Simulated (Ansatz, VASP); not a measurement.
# Se (Selenium): VASP beside Ansatz

Wanted: the spread between two codes on one cell, functional and k mesh. The cell is taken from a series of runs on this material, whose earlier steps may have relaxed, scaled, displaced or heated it; both programs get it as it stands.

Calculated with Ansatz 0.2.0; plane waves, with VASP 6.6.1 beside it; G0W0 gap at HSE06 form with 35 % exact exchange, screening 0.2078 1/A with an exact-exchange share of 0.35.

## (1) The structure

The structure is trigonal, space group P3_121 (No. 152). The conventional cell has a = 4.366 Å, b = 4.366 Å, c = 4.954 Å, α = 90.00°, β = 90.00°, γ = 120.00°. Nearest to Se lie 2 Se at 2.37 Å.

Structure file:

```
Se
1.0
     4.36620    0.00000    0.00000
    -2.18310    3.78124    0.00000
     0.00000    0.00000    4.95360
Se
3
Direct
  0.22540 0.00000 0.33333
  0.00000 0.22540 0.66667
  0.77460 0.77460 0.00000
```

## (2) VASP: G0W0 gap, HSE06 form with 35 % exact exchange, screening 0.2078 1/A with an exact-exchange share of 0.35

Quasiparticle shifts depend on high empty states and on the cores, so they are the hardest test of two PAW sets.

Lines of VASP's logs that name or quote its potential files are left out, and so is its time.

The run reads the wave functions of an earlier VASP run, which isn't shown here.

Input file INCAR:

```
SYSTEM = Se
PREC = Accurate
ENCUT = 300
ISMEAR = 0
SIGMA = 0.01
LREAL = .FALSE.
LHFCALC = .TRUE.
AEXX = 0.35
GGA = PE
HFSCREEN = 0.2078
LASPH = .TRUE.
NBANDS = 352
PRECFOCK = Fast
ALGO = EVGW0
NELMGW = 1
ENCUTGW = 150
NOMEGA = 64
NBANDSGW = 32
LWAVE = .FALSE.
LCHARG = .FALSE.
```

Input file POSCAR:

```
Se
1.0
    4.3662000000      0.0000000000      0.0000000000
   -2.1831000000      3.7812401180      0.0000000000
    0.0000000000      0.0000000000      4.9536000000
Se
3
Direct
    0.2254000000      0.0000000000      0.3333333333
    0.0000000000      0.2254000000      0.6666666667
    0.7746000000      0.7746000000      0.0000000000
```

Input file KPOINTS:

```
Automatic mesh
0
Gamma
6 6 4
0 0 0
```

The projector-augmented-wave data sets are Se_GW (PBE family, release 64).

On the command line:

```sh
mpirun -np 16 vasp_std
```

Numbers of over 12 decimals in the logs are rounded to 6 here.

The log of the run:

```text
[banner, memory and clock lines left out]
running   16 mpi-ranks, on    1 nodes
 distrk:  each k-point on   16 cores,    1 groups
 distr:  one band on    1 cores,   16 groups

 POSCAR found type information on POSCAR Se
 POSCAR found :  1 types and       3 ions
|                                                                             |
|           W    W    AA    RRRRR   N    N  II  N    N   GGGG   !!!           |
|           W    W   A  A   R    R  NN   N  II  NN   N  G    G  !!!           |
|           W    W  A    A  R    R  N N  N  II  N N  N  G       !!!           |
|           W WW W  AAAAAA  RRRRR   N  N N  II  N  N N  G  GGG   !            |
|           WW  WW  A    A  R   R   N   NN  II  N   NN  G    G                |
|           W    W  A    A  R    R  N    N  II  N    N   GGGG   !!!           |
|                                                                             |
|     For optimal performance we recommend to set                             |
|       NCORE = 2 up to number-of-cores-per-socket                            |
|     NCORE specifies how many cores store one orbital (NPAR=cpu/NCORE).      |
|     This setting can greatly improve the performance of VASP for DFT.       |
|     The default, NCORE=1 might be grossly inefficient on modern             |
|     multi-core architectures or massively parallel machines. Do your        |
|     Unfortunately you need to use the default for GW and RPA                |
|     calculations (for HF NCORE is supported but not extensively tested      |
|     yet).                                                                   |
|                                                                             |

|                                                                             |
|           W    W    AA    RRRRR   N    N  II  N    N   GGGG   !!!           |
|           W    W   A  A   R    R  NN   N  II  NN   N  G    G  !!!           |
|           W    W  A    A  R    R  N N  N  II  N N  N  G       !!!           |
|           W WW W  AAAAAA  RRRRR   N  N N  II  N  N N  G  GGG   !            |
|           WW  WW  A    A  R   R   N   NN  II  N   NN  G    G                |
|           W    W  A    A  R    R  N    N  II  N    N   GGGG   !!!           |
|                                                                             |
|     The default for ENCUTGWSOFT is different in this version of VASP.       |
|     please manually set ENCUTGWSOFT =150 in the INCAR file.                 |
|                                                                             |

 LDA part: xc-table for (Slater+PW92), standard interpolation
 found WAVECAR, reading the header
 POSCAR, INCAR and KPOINTS ok, starting setup
 FFT: planning ... GRIDC
 FFT: planning ... GRID_SOFT
 FFT: planning ... GRID
 reading WAVECAR
 the WAVECAR file was read successfully
 initial charge from wavefunction
 available memory per node:     32.57 GB, setting MAXMEM to     33346

 The Fermi energy was updated, please check that it is located mid-gap
 values below the HOMO (VB) or above the LUMO (CB) will cause erroneous energies
 E-fermi :   3.0357

 calculate exact exchange contribution
 the WAVEDER file was read successfully
energies w=
    0.000    0.000    0.558    0.000    1.115    0.000    1.670    0.000
    2.221    0.000    2.767    0.000    3.308    0.000    3.842    0.000
    4.370    0.000    4.891    0.000    5.404    0.000    5.910    0.000
    6.410    0.000    6.902    0.000    7.389    0.000    7.870    0.000
    8.346    0.000    8.817    0.000    9.285    0.000    9.750    0.000
   10.214    0.000   10.677    0.000   11.140    0.000   11.605    0.000
   12.071    0.000   12.542    0.000   13.018    0.000   13.500    0.000
   13.990    0.000   14.489    0.000   15.000    0.000   15.524    0.000
   16.062    0.000   16.618    0.000   17.195    0.000   17.794    0.000
   18.419    0.000   19.074    0.000   19.763    0.000   20.490    0.000
   21.263    0.000   22.085    0.000   22.966    0.000   23.914    0.000
   24.940    0.000   26.057    0.000   27.280    0.000   28.627    0.000
   30.123    0.000   31.796    0.000   33.683    0.000   35.831    0.000
   38.302    0.000   41.177    0.000   44.567    0.000   48.626    0.000
   53.574    0.000   59.739    0.000   67.627    0.000   78.070    0.000
   92.529    0.000  113.838    0.000  148.299    0.000  213.346    0.000
 responsefunction array rank=     368
 LDA part: xc-table for (Slater+PW92), standard interpolation

 min. memory requirement per mpi rank    346.5 MB, per node   5544.3 MB

 allocating   4 responsefunctions rank=   368
 shmem allocating  64 responsefunctions rank=   368
 response function shared by NCSHMEM nodes    1
 Doing            4  frequencies on each core in blocks of           64
NQ=   1    0.0000    0.0000    0.0000,
|.........|.........|.........|.........|.........|.........|.........|.........
 performed       1429000 updates of chi_q(r,r)
 total number of BLAS operations       1409.15 Gflops
NQ=   2    0.1667    0.0000    0.0000,
|.........|.........|.........|.........|.........|.........|.........|.........
 performed       4886000 updates of chi_q(r,r)
 total number of BLAS operations       4701.14 Gflops
NQ=   3    0.3333    0.0000    0.0000,
|.........|.........|.........|.........|.........|.........|.........|.........
 performed       8343000 updates of chi_q(r,r)
 total number of BLAS operations       7860.90 Gflops
NQ=   4    0.5000    0.0000    0.0000,
|.........|.........|.........|.........|.........|.........|.........|.........
 performed      10583000 updates of chi_q(r,r)
 total number of BLAS operations       9789.44 Gflops
NQ=   5    0.1667    0.1667    0.0000,
|.........|.........|.........|.........|.........|.........|.........|.........
 performed      13319000 updates of chi_q(r,r)
 total number of BLAS operations      12334.93 Gflops
NQ=   6    0.3333    0.1667    0.0000,
|.........|.........|.........|.........|.........|.........|.........|.........
 performed      17452000 updates of chi_q(r,r)
 total number of BLAS operations      16134.76 Gflops
NQ=   7    0.3333    0.3333    0.0000,
|.........|.........|.........|.........|.........|.........|.........|.........
 performed      19107000 updates of chi_q(r,r)
 total number of BLAS operations      17524.64 Gflops
NQ=   8    0.0000    0.0000    0.2500,
|.........|.........|.........|.........|.........|.........|.........|.........
 performed      21032000 updates of chi_q(r,r)
 total number of BLAS operations      19433.11 Gflops
NQ=   9    0.1667    0.0000    0.2500,
|.........|.........|.........|.........|.........|.........|.........|.........
 performed      24489000 updates of chi_q(r,r)
 total number of BLAS operations      22782.60 Gflops
NQ=  10    0.0000    0.1667    0.2500,
|.........|.........|.........|.........|.........|.........|.........|.........
 performed      27946000 updates of chi_q(r,r)
 total number of BLAS operations      26132.09 Gflops
NQ=  11    0.3333    0.0000    0.2500,
|.........|.........|.........|.........|.........|.........|.........|.........
 performed      31403000 updates of chi_q(r,r)
 total number of BLAS operations      29329.35 Gflops
NQ=  12    0.0000    0.3333    0.2500,
|.........|.........|.........|.........|.........|.........|.........|.........
 performed      34860000 updates of chi_q(r,r)
 total number of BLAS operations      32526.62 Gflops
NQ=  13    0.5000    0.0000    0.2500,
|.........|.........|.........|.........|.........|.........|.........|.........
 performed      38317000 updates of chi_q(r,r)
 total number of BLAS operations      35761.61 Gflops
NQ=  14    0.1667    0.1667    0.2500,
|.........|.........|.........|.........|.........|.........|.........|.........
 performed      42450000 updates of chi_q(r,r)
 total number of BLAS operations      39651.64 Gflops
NQ=  15    0.3333    0.1667    0.2500,
|.........|.........|.........|.........|.........|.........|.........|.........
 performed      46583000 updates of chi_q(r,r)
 total number of BLAS operations      43496.43 Gflops
NQ=  16   -0.1667    0.5000    0.2500,
|.........|.........|.........|.........|.........|.........|.........|.........
 performed      50716000 updates of chi_q(r,r)
 total number of BLAS operations      47341.23 Gflops
NQ=  17    0.3333    0.3333    0.2500,
|.........|.........|.........|.........|.........|.........|.........|.........
 performed      52911000 updates of chi_q(r,r)
 total number of BLAS operations      49289.04 Gflops
NQ=  18    0.0000    0.0000    0.5000,
|.........|.........|.........|.........|.........|.........|.........|.........
 performed      54340000 updates of chi_q(r,r)
 total number of BLAS operations      50658.33 Gflops
NQ=  19    0.1667    0.0000    0.5000,
|.........|.........|.........|.........|.........|.........|.........|.........
 performed      57797000 updates of chi_q(r,r)
 total number of BLAS operations      53818.09 Gflops
NQ=  20    0.3333    0.0000    0.5000,
|.........|.........|.........|.........|.........|.........|.........|.........
 performed      61254000 updates of chi_q(r,r)
 total number of BLAS operations      57091.03 Gflops
NQ=  21    0.5000    0.0000    0.5000,
|.........|.........|.........|.........|.........|.........|.........|.........
 performed      63494000 updates of chi_q(r,r)
 total number of BLAS operations      59163.26 Gflops
NQ=  22    0.1667    0.1667    0.5000,
|.........|.........|.........|.........|.........|.........|.........|.........
 performed      66230000 updates of chi_q(r,r)
 total number of BLAS operations      61693.84 Gflops
NQ=  23    0.3333    0.1667    0.5000,
|.........|.........|.........|.........|.........|.........|.........|.........
 performed      70363000 updates of chi_q(r,r)
 total number of BLAS operations      65561.22 Gflops
NQ=  24    0.3333    0.3333    0.5000,
|.........|.........|.........|.........|.........|.........|.........|.........
 performed      72018000 updates of chi_q(r,r)
 total number of BLAS operations      67220.41 Gflops
 resolving degeneracies of screened two electron integrals

 calculate QP shifts <psi_nk| G(iteration)W_0 |psi_nk>: iteration 1
 entering main loop
```

From OUTCAR (step 2):

```text
ion  position               nearest neighbor table
   1  0.225  0.000  0.333-   3 2.37   2 2.37
   2  0.000  0.225  0.667-   3 2.37   1 2.37
   3  0.775  0.775  0.000-   2 2.37   1 2.37

  LATTYP: Found a hexagonal cell.
 ALAT       =     4.3662000000
 C/A-ratio  =     1.1345334616

 Subroutine GETGRP returns: Found  6 space group operations
 (whereof  2 operations were pure point group operations)

The static configuration has the point symmetry C_2 .
 The point group associated with its full space group is D_3 .

 Found     24 irreducible k-points:

   k-points           NKPTS =     24   k-points in BZ     NKDIM =    144   number of bands    NBANDS=    352

   dimension x,y,z NGX =    28 NGY =   28 NGZ =   28
   dimension x,y,z NGXF=    56 NGYF=   56 NGZF=   56

   ENCUT  =  300.0 eV  22.05 Ry    4.70 a.u.   6.17  6.17  7.00*2*pi/ulx,y,z

   NELECT =      18.0000    total number of electrons

  energy-cutoff  :      300.00
  volume of cell :       81.78
      direct lattice vectors                 reciprocal lattice vectors
     4.366200000  0.000000000  0.000000000     0.229032110  0.132231751  0.000000000
    -2.183100000  3.781240118  0.000000000     0.000000000  0.264463501  0.000000000
     0.000000000  0.000000000  4.953600000     0.000000000  0.000000000  0.201873385

 k-points in reciprocal lattice and weights: Automatic mesh
   0.00000000  0.00000000  0.00000000       0.007
   0.16666667  0.00000000  0.00000000       0.042
   0.33333333  0.00000000  0.00000000       0.042
   0.50000000  0.00000000  0.00000000       0.021
   0.16666667  0.16666667  0.00000000       0.042
   0.33333333  0.16666667  0.00000000       0.083
   0.33333333  0.33333333  0.00000000       0.014
   0.00000000  0.00000000  0.25000000       0.014
   0.16666667  0.00000000  0.25000000       0.042
[...]
0.33333333  0.16666667  0.50000000       0.083
   0.33333333  0.33333333  0.50000000       0.014

 E-fermi :   3.0357

 QP shifts <psi_nk| G(iteration)W_0 |psi_nk>: iteration 1
 for sc-GW calculations column KS-energies equals QP-energies in previous step
 and V_xc(KS)=  KS-energies - (<T + V_ion + V_H > + <T+V_H+V_ion>^1  + <V_x>^1)
 k-point   1 :       0.0000    0.0000    0.0000
  band No.  KS-energies  QP-energies   sigma(KS)   V_xc(KS)     V^pw_x(r,r')   Z            occupation Imag(sigma)
    ...
      6      -2.1745      -2.1926     -12.4567     -12.4322     -14.5854       0.7378       2.0000       0.1358
      7      -0.5307      -0.5434     -12.5851     -12.5680     -14.8415       0.7415       2.0000       0.0988
      8      -0.5307      -0.5434     -12.5851     -12.5680     -14.8415       0.7415       2.0000       0.0988
      9       1.2895       1.1917     -13.0960     -12.9681     -14.8678       0.7650       2.0000       0.0678
     10       5.0600       5.0597     -10.9660     -10.9656      -7.0721       0.7671       0.0000      -0.0725
     11       5.0600       5.0597     -10.9660     -10.9656      -7.0721       0.7671       0.0000      -0.0725
     12       5.3498       5.3250     -10.5430     -10.5107      -6.6315       0.7705       0.0000      -0.0739
     13       9.3618       9.1093      -7.9533      -7.6398      -3.7314       0.8052       0.0000      -0.1121
    ...

 k-point   2 :       0.1667    0.0000    0.0000
  band No.  KS-energies  QP-energies   sigma(KS)   V_xc(KS)     V^pw_x(r,r')   Z            occupation Imag(sigma)
    ...
      6      -1.9811      -1.9772     -12.7354     -12.7408     -14.8582       0.7388       2.0000       0.1293
      7      -0.4435      -0.4693     -12.7619     -12.7274     -14.8548       0.7469       2.0000       0.0919
      8      -0.0072      -0.0739     -12.9729     -12.8847     -14.8071       0.7558       2.0000       0.0783
      9       1.0930       0.9966     -13.0116     -12.8852     -14.7756       0.7633       2.0000       0.0690
     10       4.9282       4.9149     -10.5774     -10.5603      -6.8107       0.7749       0.0000      -0.0685
     11       5.0380       5.0324     -10.8028     -10.7956      -6.9914       0.7710       0.0000      -0.0704
     12       5.6329       5.6064     -10.7239     -10.6891      -6.7791       0.7645       0.0000      -0.0783
     13       9.2723       8.9666      -8.0266      -7.6447      -3.7573       0.8006       0.0000      -0.1247
    ...

 k-point   3 :       0.3333    0.0000    0.0000
  band No.  KS-energies  QP-energies   sigma(KS)   V_xc(KS)     V^pw_x(r,r')   Z            occupation Imag(sigma)
    ...
      6      -2.0899      -2.0423     -12.3967     -12.4621     -14.8134       0.7271       2.0000       0.1546
      7      -0.6815      -0.7082     -12.6392     -12.6034     -14.6449       0.7464       2.0000       0.0959
      8      -0.0139      -0.1002     -12.8718     -12.7583     -14.5419       0.7595       2.0000       0.0738
      9       0.7869       0.6975     -12.9625     -12.8451     -14.7317       0.7615       2.0000       0.0713
     10       5.0239       5.0064     -10.5817     -10.5591      -6.8660       0.7756       0.0000      -0.0681
     11       5.3108       5.2845     -10.6179     -10.5838      -6.8149       0.7734       0.0000      -0.0720
     12       6.5677       6.5111     -11.2881     -11.2129      -7.2092       0.7511       0.0000      -0.0979
     13       8.7327       8.4292      -7.9186      -7.5385      -3.7828       0.7987       0.0000      -0.1050
    ...

 k-point   4 :       0.5000    0.0000    0.0000
  band No.  KS-energies  QP-energies   sigma(KS)   V_xc(KS)     V^pw_x(r,r')   Z            occupation Imag(sigma)
    ...
      6      -1.9531      -1.9071     -12.3487     -12.4120     -14.8005       0.7260       2.0000       0.1488
      7      -1.3008      -1.2900     -12.2988     -12.3136     -14.5003       0.7351       2.0000       0.1228
      8      -0.0583      -0.1467     -12.8181     -12.7016     -14.4788       0.7597       2.0000       0.0736
      9       0.7035       0.6156     -12.9748     -12.8592     -14.7243       0.7609       2.0000       0.0716
     10       5.0150       4.9923     -10.4936     -10.4645      -6.8164       0.7785       0.0000      -0.0671
     11       5.4683       5.4407     -10.6277     -10.5918      -6.8145       0.7698       0.0000      -0.0735
     12       7.4282       7.3218     -11.8951     -11.7496      -7.4941       0.7316       0.0000      -0.1432
     13       8.3767       8.0891      -7.8633      -7.5041      -3.8159       0.8002       0.0000      -0.0951
    ...

[... 4 further parts left out ...]
```

(Continued in part 2 of 2.)

[Lines on the potential files, build, host, timing and source positions are cut from VASP's logs without a mark.]

[Logs are printed without paths, hosts, clocks, repeated set-up lines and the standing remarks that a program may print on its own settings, such as how far it seeks lower states.]

[Hosts, paths, dates, database ids (printed as entryN), source tags and the programs' standing remarks are cut or masked in the printed files.]
